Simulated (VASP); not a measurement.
Here is the system:

```yaml
crystal:
  lattice:
    - [0.00000, 2.56464, 2.56464]
    - [2.56464, 0.00000, 2.56464]
    - [2.56464, 2.56464, 0.00000]
  atoms:
    - { symbol: Be, position: [0.00000, 0.00000, 0.00000] }
    - { symbol: Se, position: [0.25000, 0.25000, 0.25000] }
```

Calculation: HSEsol screened hybrid, VASP's PBE PAW potentials (set 64) (plane waves; VASP). Settings: 520 eV cut-off, 6×6×6 Γ-centred mesh, Gaussian smearing of 0.050 eV, potentials Be Se.

**Question.** What does the run give for the energy per atom (σ→0), band gap (on the k-mesh) with the smallest direct gap where there is one?

**Answer.** 
```json
{
  "band gap (on the k-mesh)": "3.36 eV",
  "smallest direct gap (on the k-mesh)": "5.42 eV",
  "energy per atom (σ→0)": "-509.1 kJ/mol of atoms"
}
```

Only differences to runs with the same potentials and settings are physical.

The compound is BeSe in the zinc blende structure. This cell is one point of a volume scan, at 0.97 of the reference volume. The cell's shape comes from a PBE relaxation.
